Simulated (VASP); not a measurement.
The system is Tl3MoIr.

```
Tl Mo Ir
1.0
     5.06866    0.00000    0.00000
     0.00000    5.06866    0.00000
     0.00000    0.00000    5.06866
Tl Mo Ir
3 1 1
Direct
  0.50000 0.00000 0.00000
  0.00000 0.50000 0.00000
  0.00000 0.00000 0.50000
  0.00000 0.00000 0.00000
  0.50000 0.50000 0.50000
```

The cell was built by a generator and needn't be a form met in nature.

The cell isn't the ideal one: species swapped into the Lu3GaC type (Pm-3m, No. 221).

* Program: VASP 6.6.1
* Task: relaxation of cell and atoms
* Functional: PBE
* Potentials or basis: VASP PAW PBE potentials, release 64 (Tl_d, Mo_sv, Ir)
* Cutoff: 600 eV
* k mesh: 4 × 4 × 4
* Occupations: gaussian, width 0.1 eV
* Spin: no spin polarisation

At the start: pressure 8.9 GPa; volume 26.04 Å³/atom.

Q: Where does the relaxation end?

A: Over 3 steps the energy falls by 91.2 meV/atom and the volume is 29.78 Å³/atom (+14.3 %); space group Pm-3m (No. 221, to 0.05 Å).

Step by step:
```
step  energy change (eV)  largest force (eV/Å)  pressure (GPa)  volume (Å³)
   1              0.0000                0.0000            8.90       130.22
   2             -0.3623                0.0000           -2.67       159.44
   3             -0.4559                0.0000            0.03       148.90
```

Final structure:
```
CELL_PARAMETERS angstrom
5.30033 0.00000 0.00000
0.00000 5.30033 0.00000
0.00000 0.00000 5.30033
ATOMIC_POSITIONS crystal
Tl 0.50000 0.00000 0.00000
Tl 0.00000 0.50000 0.00000
Tl 0.00000 0.00000 0.50000
Mo 0.00000 0.00000 0.00000
Ir 0.50000 0.50000 0.50000
```
